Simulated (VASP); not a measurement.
VASP ran on this input.

**INCAR**
```
# general
SYSTEM =CsCl
PREC   =Accurate
ENCUT  =520
LREAL  =.FALSE.
LASPH  =.TRUE.

# electronic loop
EDIFF  =1E-6
NELM   =100
ALGO   =Normal
LMAXMIX=4

# smearing
ISMEAR =0
SIGMA  =0.05

# functional
GGA    =PE
IVDW   =11

# ions
IBRION =2
NSW    =60
ISIF   =3
EDIFFG =-0.01

# output
LWAVE  =.FALSE.
LCHARG =.FALSE.
```

**POSCAR**
```
CsCl
1
    4.1200000000     0.0000000000     0.0000000000
    0.0000000000     4.1200000000     0.0000000000
    0.0000000000     0.0000000000     4.1200000000
Cs Cl
1 1
Direct
  0.0000000000   0.0000000000   0.0000000000
  0.5000000000   0.5000000000   0.5000000000
```

KPOINTS:
```
Automatic mesh
0
Gamma
6 6 6
0 0 0
```

POTCAR, in this order: Cs_sv Cl (PBE.64 set). Program: vasp_std.

Problem. Translate this PBE-D3 (zero damping) calculation to Quantum ESPRESSO's pw.x.

Solution. One equivalent input (not run):
```
&CONTROL
  calculation = 'vc-relax'
  pseudo_dir = './pseudo'
  outdir = './out'
  tprnfor = .true.
  tstress = .true.
  nstep = 60
  forc_conv_thr = 0.00039
/
&SYSTEM
  ibrav = 0
  nat = 2
  ntyp = 2
  ecutwfc = 58
  occupations = 'smearing'
  smearing = 'gaussian'
  degauss = 0.003675
  input_dft = 'pbe'
  vdw_corr = 'grimme-d3'
  dftd3_version = 3
  dftd3_threebody = .false.
/
&ELECTRONS
  conv_thr = 7.3e-08
  electron_maxstep = 100
/
&IONS
/
&CELL
/
ATOMIC_SPECIES
  Cs 132.905 Cs.upf
  Cl 35.450 Cl.upf
CELL_PARAMETERS angstrom
     4.1200000    0.0000000    0.0000000
     0.0000000    4.1200000    0.0000000
     0.0000000    0.0000000    4.1200000
ATOMIC_POSITIONS crystal
  Cs   0.0000000  0.0000000  0.0000000
  Cl   0.5000000  0.5000000  0.5000000
K_POINTS automatic
  6 6 6 0 0 0
```
Limits of the translation: the potentials are each code's own (VASP's PAW set, PseudoDojo norm-conserving files in pw.x), so ENCUT and ecutwfc are chosen apart and not converted; conv_thr bounds pw.x's estimated SCF error, while EDIFF bounds the energy change between steps; forc_conv_thr acts on force components and is met together with etot_conv_thr.

The compound is CsCl in the CsCl type structure. This run relaxes it. Symmetry was kept, so distortions that lower it aren't found.
